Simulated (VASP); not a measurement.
Consider the following.

```xyz
2
Lattice="0.0000 3.0231 3.0231 3.0231 0.0000 3.0231 3.0231 3.0231 0.0000" Properties=species:S:1:pos:R:3 pbc="T T T"
Cd     0.0000     0.0000     0.0000
Te     3.0231     3.0231     3.0231
```

All values below come from r2SCAN+rVV10, VASP's PBE PAW potentials (set 64) (plane waves; VASP). Run with 400 eV cut-off, 12×12×12 Γ-centred mesh, tetrahedra with Blöchl corrections, potentials Cd Te.

Problem. Give the energies of bands 7 to 12 at the high-symmetry points, in eV from the Fermi level.

Solution. 
```json
[
 {"band": "7", "Γ": "-0.43", "X": "-4.31", "U": "-3.93", "L": "-5.33", "W": "-3.41"},
 {"band": "8", "Γ": "-0.43", "X": "-2.15", "U": "-3.79", "L": "0.03", "W": "-3.36"},
 {"band": "9", "Γ": "-0.43", "X": "-2.15", "U": "-1.49", "L": "0.03", "W": "-3.36"},
 {"band": "10", "Γ": "1.12", "X": "-0.94", "U": "1.07", "L": "3.26", "W": "2.77"},
 {"band": "11", "Γ": "7.59", "X": "4.58", "U": "5.98", "L": "4.42", "W": "5.33"},
 {"band": "12", "Γ": "7.59", "X": "10.17", "U": "7.60", "L": "4.42", "W": "7.19"}
]
```

It has no gap at this level: it comes out as a metal or semimetal.

The structure comes from a measured CdTe entry (Fm-3m) of the Crystallography Open Database, whose conditions weren't checked. It was relaxed first, which changed the volume by -16 %.
